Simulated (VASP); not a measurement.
Given:

```
CELL_PARAMETERS angstrom
     -3.12777     3.12777     1.70655
      3.12777    -3.12777     1.70655
      3.12777     3.12777    -1.70655
ATOMIC_POSITIONS crystal
  Bi 0.75000 0.25000 0.50000
  Bi 0.00000 0.00000 0.00000
```

These are PBE GGA, VASP's PBE PAW potentials (set 64) (plane waves; VASP 6.6.1) values and carry that method's errors. Run with 300 eV cut-off, 7×7×7 Γ-centred mesh, Gaussian smearing of 0.14 eV, potentials Bi_d.

Give the energies of bands 13 to 18 at the high-symmetry points, in eV from the Fermi level.

```csv
band,Γ,X,M,Z,P,N
13,-2.92,-0.79,-5.02,-3.51,-4.00,-4.08
14,-2.92,-0.79,-5.02,-3.50,-4.00,-2.69
15,2.86,-0.72,2.97,-3.50,1.10,-2.24
16,3.65,-0.72,2.97,-0.05,1.10,0.72
17,3.65,3.58,5.83,3.77,1.58,1.58
18,3.95,3.58,5.83,3.77,1.58,2.02
```

It has no gap at this level: it comes out as a metal or semimetal.

The structure was generated: Bi was put into an ordered model structure, which need not be its known phase. The cell was not relaxed at this level.
